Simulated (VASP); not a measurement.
All values below come from PBE GGA, VASP's PBE PAW potentials (set 64) (plane waves; VASP).

Input for VASP

**INCAR**
```
SYSTEM=CdF2
PREC=Accurate; ENCUT=520; LREAL=.False.
LASPH=.True.
EDIFF=1E-6; NELM=100; ALGO=Normal
LMAXMIX=4
ISMEAR=0; SIGMA=0.05
GGA=PE
IBRION=2; NSW=60; ISIF=3
EDIFFG=-0.02
LWAVE=.False.; LCHARG=.False.
```

### KPOINTS
```
Regular mesh
0
Gamma
6 6 6
```

File POSCAR:
```
CdF2
1
    0.0000000000     2.7433071558     2.7433071558
    2.7433071558    -0.0000000000     2.7433071558
    2.7433071558     2.7433071558    -0.0000000000
Cd F
1 2
Direct
  0.0000000000   0.0000000000   0.0000000000
  0.2500000000   0.2500000000   0.2500000000
  0.7500000000   0.7500000000   0.7500000000
```

POTCAR, in this order: Cd F (PBE.64 set). Program: vasp_std.

Problem. What does the run give for the energy per atom (σ→0), volume per atom?

Solution. 
```json
{
  "energy per atom (σ→0)": "-3.635 eV/atom",
  "volume_per_atom": "13.81 Å³/atom"
}
```

### OSZICAR
```
...
       N       E                     dE             d eps       ncg     rms          rms(c)
DAV:   1    -0.109089126496E+02   -0.32508E-02   -0.67202E-02   547   0.311E+00    0.441E-01
DAV:   2    -0.109059874693E+02    0.29252E-02   -0.11248E-02   552   0.101E+00    0.948E-02
DAV:   3    -0.109057811688E+02    0.20630E-03   -0.51628E-04   552   0.422E-01    0.993E-02
DAV:   4    -0.109057492341E+02    0.31935E-04   -0.73505E-05   550   0.105E-01    0.693E-02
DAV:   5    -0.109057377522E+02    0.11482E-04   -0.15402E-05   556   0.472E-02    0.816E-03
DAV:   6    -0.109057369156E+02    0.83663E-06   -0.29660E-06   461   0.327E-02
   2 F= -.10905737E+02 E0= -.10905737E+02  d E =-.751071E-04
```

The compound is CdF2 in the fluorite structure. This run relaxes it. Symmetry was kept, so distortions that lower it aren't found. The start is the result of an earlier pass.
